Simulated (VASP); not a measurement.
Input for VASP

**INCAR**
```
# general
SYSTEM  = BeTe
PREC    = Accurate
ENCUT   = 520
LREAL   = F   # projection in real space or not
LASPH   = T

# electronic loop
EDIFF   = 1E-7
NELM    = 100   # most electronic steps
ALGO    = Normal
LMAXMIX = 4   # l cut-off of mixed one-centre charges

# smearing
ISMEAR  = 0
SIGMA   = 0.05   # width (eV)

# functional
GGA     = RE

# ions
ISIF    = 2

# output
LWAVE   = F
LCHARG  = F
```

POSCAR:
```
BeTe
1
    0.0000000000     2.8253882794     2.8253882794
    2.8253882794     0.0000000000     2.8253882794
    2.8253882794     2.8253882794     0.0000000000
Be Te
1 1
Direct
  0.0000000000   0.0000000000   0.0000000000
  0.2500000000   0.2500000000   0.2500000000
```

### KPOINTS
```
Regular mesh
0
gamma
 8 8 8
```

POTCAR, in this order: Be Te (PBE.64 set). Program: vasp_std.

**Question.** Translate this revPBE calculation to Quantum ESPRESSO's pw.x.

**Answer.** One equivalent input (not run):
```
&CONTROL
  calculation = 'scf'
  pseudo_dir = './pseudo'
  outdir = './out'
  tprnfor = .true.
  tstress = .true.
/
&SYSTEM
  ibrav = 0
  nat = 2
  ntyp = 2
  ecutwfc = 88
  occupations = 'smearing'
  smearing = 'gaussian'
  degauss = 0.003675
  input_dft = 'revpbe'
/
&ELECTRONS
  conv_thr = 7.3e-09
  electron_maxstep = 100
/
ATOMIC_SPECIES
  Be 9.012 Be.upf
  Te 127.600 Te.upf
CELL_PARAMETERS angstrom
     0.0000000    2.8253883    2.8253883
     2.8253883    0.0000000    2.8253883
     2.8253883    2.8253883    0.0000000
ATOMIC_POSITIONS crystal
  Be   0.0000000  0.0000000  0.0000000
  Te   0.2500000  0.2500000  0.2500000
K_POINTS automatic
  8 8 8 0 0 0
```
The two are equivalent in intent, not identical: the potentials are each code's own (VASP's PAW set, PseudoDojo norm-conserving files in pw.x), so ENCUT and ecutwfc are chosen apart and not converted; conv_thr bounds pw.x's estimated SCF error, while EDIFF bounds the energy change between steps.

The compound is BeTe in the zinc blende structure. This cell is one point of a volume scan, at 0.97 of the reference volume.
